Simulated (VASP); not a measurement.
Here is a VASP 6.6.1 calculation.

INCAR

```
SYSTEM = Cu
PREC = Accurate
ENCUT = 520
EDIFF = 1E-7
ISMEAR = -1
SIGMA = 0.1
LREAL = .False.
LASPH = .True.
NELM = 100
ALGO = Normal
ISIF = 2
LWAVE = .False.
LCHARG = .False.
GGA = CA
NBANDS = 12
```

The input KPOINTS:

```
regular mesh
0
Gamma
  36 36 36
  0 0 0
```

POSCAR

```
Cu
1.0
    0.0000000000      1.8075000000      1.8075000000
    1.8075000000      0.0000000000      1.8075000000
    1.8075000000      1.8075000000      0.0000000000
Cu
1
Direct
    0.0000000000      0.0000000000      0.0000000000
```

Potentials or basis: VASP PAW LDA potentials, release 64 (Cu).

Run with:

```sh
$ cat potpaw_LDA.64/Cu/POTCAR > POTCAR
$ mpirun -np 1 vasp_std > vasp.out
```

Question: What does it give for the pressure?

Answer: -11.7 GPa.

Question: What does it give for the band gap on the k mesh?

Answer: None (metal or under the smearing width).
